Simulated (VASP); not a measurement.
Given:

```
NaI
1.0
    0.00000     3.26380     3.26380
    3.26380     0.00000     3.26380
    3.26380     3.26380     0.00000
Na I
1 1
Direct
  0.00000   0.00000   0.00000
  0.50000   0.50000   0.50000
```

Level of theory: Hartree-Fock, VASP's PBE PAW potentials (set 64) (plane waves; VASP). Run with 520 eV cut-off, 6×6×6 Γ-centred mesh, Gaussian smearing of 0.050 eV, potentials Na_pv I.

Question: Give the stress tensor in GPa (positive for a compressed cell).

Answer: 
```
1.39  0.00  0.00
0.00  1.39  0.00
0.00  0.00  1.39
```
The pressure is its mean diagonal, 1.39 GPa.

The compound is NaI in the rock salt structure. It was relaxed first. The cell's shape comes from a PBE relaxation.
